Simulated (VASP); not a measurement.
Output of a VASP run:

File OSZICAR:
```
       N       E                     dE             d eps       ncg     rms          rms(c)
DAV:   1     0.101674228649E+03    0.10167E+03   -0.10954E+04  2632   0.255E+03
DAV:   2    -0.542169527297E+01   -0.10710E+03   -0.10485E+03  2597   0.363E+02
DAV:   3    -0.105456776261E+02   -0.51240E+01   -0.50956E+01  2884   0.828E+01
DAV:   4    -0.106263926139E+02   -0.80715E-01   -0.80708E-01  3501   0.976E+00
DAV:   5    -0.106283587433E+02   -0.19661E-02   -0.19661E-02  3086   0.127E+00    0.911E+00
DAV:   6    -0.122103244595E+02   -0.15820E+01   -0.25433E+01  2851   0.649E+01    0.134E+01
DAV:   7    -0.968611242670E+01    0.25242E+01   -0.11446E+01  2604   0.478E+01    0.144E+00
DAV:   8    -0.968080624451E+01    0.53062E-02   -0.26557E-01  2891   0.537E+00    0.700E-01
DAV:   9    -0.967406855023E+01    0.67377E-02   -0.23250E-02  3422   0.227E+00    0.141E-01
DAV:  10    -0.967378189692E+01    0.28665E-03   -0.74252E-04  3318   0.411E-01    0.602E-02
DAV:  11    -0.967377751257E+01    0.43843E-05   -0.51090E-05  3699   0.120E-01    0.135E-02
DAV:  12    -0.967377680180E+01    0.71078E-06   -0.26419E-06  2898   0.263E-02    0.297E-03
DAV:  13    -0.967377664395E+01    0.15785E-06   -0.45020E-07  3039   0.921E-03    0.144E-03
DAV:  14    -0.967377652956E+01    0.11439E-06   -0.11398E-07  1625   0.571E-03    0.413E-04
DAV:  15    -0.967377654057E+01   -0.11009E-07   -0.17888E-08  1610   0.125E-03
   1 F= -.96737765E+01 E0= -.96739911E+01  d E =0.643537E-03
```

### OUTCAR
```
------------------------ aborting loop because EDIFF is reached ----------------------------------------
  FORCE on cell =-STRESS in cart. coord.  units (eV):
  Direction    XX          YY          ZZ          XY          YZ          ZX
  --------------------------------------------------------------------------------------
  Total       -1.3589621     -1.3589621     -1.3589621      0.0000000     -0.0000000      0.0000000
  in kB      -84.1307854    -84.1307854    -84.1307854      0.0000000     -0.0000000      0.0000000
  external PRESSURE =     -84.1307854 kB  Pullay stress =       0.0000000 kB
  volume of cell :       25.88
      direct lattice vectors                 reciprocal lattice vectors
     2.957928412  0.000000000  0.000000000     0.338074443  0.000000000  0.000000000
     0.000000000  2.957928412  0.000000000     0.000000000  0.338074443  0.000000000
     0.000000000  0.000000000  2.957928412     0.000000000  0.000000000  0.338074443
 POSITION                                       TOTAL-FORCE (eV/Angst)
 -----------------------------------------------------------------------------------
      1.47896      1.47896      1.47896         0.000000      0.000000      0.000000
      0.00000      0.00000      0.00000         0.000000      0.000000      0.000000
 -----------------------------------------------------------------------------------
    total drift:                                0.000000      0.000000     -0.000000
  FREE ENERGIE OF THE ION-ELECTRON SYSTEM (eV)
  ---------------------------------------------------
  free  energy   TOTEN  =        -9.6737765406 eV

  energy  without entropy=       -9.6744200777  energy(sigma->0) =       -9.67399105
```
(Selected blocks of OUTCAR.)

POSCAR:
```
CoGa
1
    2.9579284123     0.0000000000     0.0000000000
    0.0000000000     2.9579284123     0.0000000000
    0.0000000000     0.0000000000     2.9579284123
Ga Co
1 1
Direct
  0.5000000000   0.5000000000   0.5000000000
  0.0000000000   0.0000000000   0.0000000000
```

Q: Reconstruct the remaining input files.

A: Several could match; the one computed here: the input of the run itself, revPBE GGA, plane waves, VASP's PBE PAW potentials (set 64).

KPOINTS:
```
Regular mesh
0
gamma
  13 13 13
```

### INCAR
```
# general
SYSTEM  = CoGa
PREC    = Accurate
ENCUT   = 520   # plane-wave cut-off (eV)
LREAL   = .False.   # projection in real space or not
LASPH   = .True.

# electronic loop
EDIFF   = 1E-7   # SCF stop (eV)
NELM    = 100   # most electronic steps
ALGO    = Normal
LMAXMIX = 4

# smearing
ISMEAR  = 1   # Methfessel-Paxton
SIGMA   = 0.1   # width (eV)

# functional
GGA     = RE

# ions
ISIF    = 2   # forces and stress, cell fixed

# output
LWAVE   = .False.
LCHARG  = .False.
```

POTCAR, in this order: Ga_d Co (PBE.64 set). Program: vasp_std.

The compound is CoGa in the CsCl type structure. This cell is one point of a volume scan, at 1.06 of the reference volume. The run is not spin-polarised, so no magnetic state was tried.
